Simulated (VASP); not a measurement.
OSZICAR of a VASP run on Os (hcp):

### OSZICAR
```
       N       E                     dE             d eps       ncg     rms          rms(c)
DAV:   1     0.105865399138E+03    0.10587E+03   -0.78617E+03  2880   0.133E+03
DAV:   2    -0.158194415259E+02   -0.12168E+03   -0.11013E+03  3000   0.401E+02
DAV:   3    -0.237184237982E+02   -0.78990E+01   -0.72376E+01  3664   0.809E+01
DAV:   4    -0.239415466621E+02   -0.22312E+00   -0.22098E+00  3052   0.144E+01
DAV:   5    -0.239441862600E+02   -0.26396E-02   -0.26391E-02  3384   0.132E+00    0.204E+01
DAV:   6    -0.227688887567E+02    0.11753E+01   -0.14263E+00  3132   0.111E+01    0.878E+00
DAV:   7    -0.224562277737E+02    0.31266E+00   -0.87261E-01  3424   0.858E+00    0.376E-01
DAV:   8    -0.224505772455E+02    0.56505E-02   -0.70976E-03  2936   0.677E-01    0.232E-01
DAV:   9    -0.224482729332E+02    0.23043E-02   -0.13122E-03  3124   0.433E-01    0.541E-02
DAV:  10    -0.224483140457E+02   -0.41112E-04   -0.66763E-05  3164   0.852E-02    0.113E-02
DAV:  11    -0.224482819621E+02    0.32084E-04   -0.69534E-06  3008   0.304E-02    0.877E-04
DAV:  12    -0.224482813718E+02    0.59032E-06   -0.13365E-07  1516   0.434E-03
   1 F= -.22448281E+02 E0= -.22447775E+02  d E =-.151811E-02
```

Question: Which electronic solver shows in the log?

Answer: It is blocked Davidson (ALGO = Normal, or the opening steps of other solvers). The INCAR had ALGO = Normal.

Question: Can the final energy be trusted as converged?

Answer: Self-consistency was reached. It stopped with EDIFF = 1E-6, NELM = 100 (PBE GGA, plane waves, VASP's PBE PAW potentials (set 64)).

The compound is Os in the hcp structure. The cell was not relaxed at this level. The run is one of a series of settings (ENCUT = 550 against the base run), some of them coarse on purpose.
